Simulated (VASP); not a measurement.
An input for Quantum ESPRESSO's pw.x (written as the equivalent of a VASP run, and not itself run):

```
&CONTROL
  calculation = 'vc-relax'
  pseudo_dir = './pseudo'
  outdir = './out'
  tprnfor = .true.
  tstress = .true.
  nstep = 50
  forc_conv_thr = 0.00039
/
&SYSTEM
  ibrav = 0
  nat = 2
  ntyp = 1
  ecutwfc = 84
  occupations = 'smearing'
  smearing = 'gaussian'
  degauss = 0.009996
  input_dft = 'pbe'
/
&ELECTRONS
  conv_thr = 7.3e-08
  electron_maxstep = 100
/
&IONS
/
&CELL
/
ATOMIC_SPECIES
  Ru 101.070 Ru.upf
CELL_PARAMETERS angstrom
     2.7460100    0.0000000    0.0000000
    -1.3730050    2.3781150    0.0000000
     0.0000000    0.0000000    4.3282800
ATOMIC_POSITIONS crystal
  Ru   0.3333330  0.6666670  0.2500000
  Ru   0.6666670  0.3333330  0.7500000
K_POINTS automatic
  11 11 6 0 0 0
```

**Question.** Write the VASP files for the same calculation (PBE).

**Answer.** This is not unique; one that fits is 
**INCAR**
```
SYSTEM=Ru
PREC=Accurate; ENCUT=300; LREAL=F
LASPH=T
EDIFF=1E-6; NELM=100; ALGO=Normal
LMAXMIX=4
ISMEAR=0; SIGMA=0.136
GGA=PE
IBRION=2; NSW=50; ISIF=3
EDIFFG=-0.01
LWAVE=F; LCHARG=F
```

### POSCAR
```
Ru
1
    2.7460100000     0.0000000000     0.0000000000
   -1.3730050000     2.3781150000     0.0000000000
    0.0000000000     0.0000000000     4.3282800000
Ru
2
Direct
  0.3333330000   0.6666670000   0.2500000000
  0.6666670000   0.3333330000   0.7500000000
```

KPOINTS:
```
Regular mesh
0
Gamma
 11 11 6
0 0 0
```

POTCAR, in this order: Ru_pv (PBE.64 set). Program: vasp_std.

What does not carry over: the potentials are each code's own (VASP's PAW set, PseudoDojo norm-conserving files in pw.x), so ENCUT and ecutwfc are chosen apart and not converted; conv_thr bounds pw.x's estimated SCF error, while EDIFF bounds the energy change between steps; forc_conv_thr acts on force components and is met together with etot_conv_thr.

The structure comes from a computed database's Ru entry; how it stands against other phases isn't given here. This run relaxes it. Symmetry was kept, so distortions that lower it aren't found. The run is one of a series of settings (EDIFFG = -0.01, IBRION = 2, ISIF = 3, NSW = 50 against the base run), some of them coarse on purpose.
